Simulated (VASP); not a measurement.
An input for Ansatz (written as the equivalent of a VASP run, and not itself run):

Ansatz 0.2 input:
```yaml
crystal:
  lattice:
    - [0.0000000, 1.9413480, 1.9413480]
    - [1.9413480, 0.0000000, 1.9413480]
    - [1.9413480, 1.9413480, 0.0000000]
  atoms:
    - { symbol: Ir, position: [0.0000000, 0.0000000, 0.0000000] }
kpoints:
  mp_grid: { grid: [18, 18, 18] }
hamiltonian:
  xc: revpbe
  pseudopotentials: { kind: paw }
scf:
  occupations: { method: tetrahedron }
  max_iter: 100
output: { forces: true, stress: true, eigenvalues: true }
```

### Question
Write the VASP files for the same calculation (revPBE).

### Answer
One answer among several that fit: 
File KPOINTS:
```
K-points
0
G
 18 18 18
```

**INCAR**
```
ALGO = Normal
EDIFF = 1E-7
ENCUT = 520
GGA = RE
ISIF = 2
ISMEAR = -5
LASPH = .True.
LCHARG = .True.
LMAXMIX = 6
LORBIT = 11
LREAL = .False.
LWAVE = .False.
NEDOS = 601
NELM = 100
PREC = Accurate
SYSTEM = Ir
```

File POSCAR:
```
Ir
1
    0.0000000000     1.9413480217     1.9413480217
    1.9413480217     0.0000000000     1.9413480217
    1.9413480217     1.9413480217     0.0000000000
Ir
1
Direct
  0.0000000000   0.0000000000   0.0000000000
```

POTCAR, in this order: Ir (PBE.64 set). Program: vasp_std.

Limits of the translation: each code has its own PAW files, so the cut-off isn't converted (ENCUT is set for VASP's; basis.ecutwfc is left out, and Ansatz then takes the one that its files recommend); Ansatz stops its SCF on the density residual and VASP on the energy change (EDIFF).

The compound is Ir in the fcc structure. It was relaxed first.
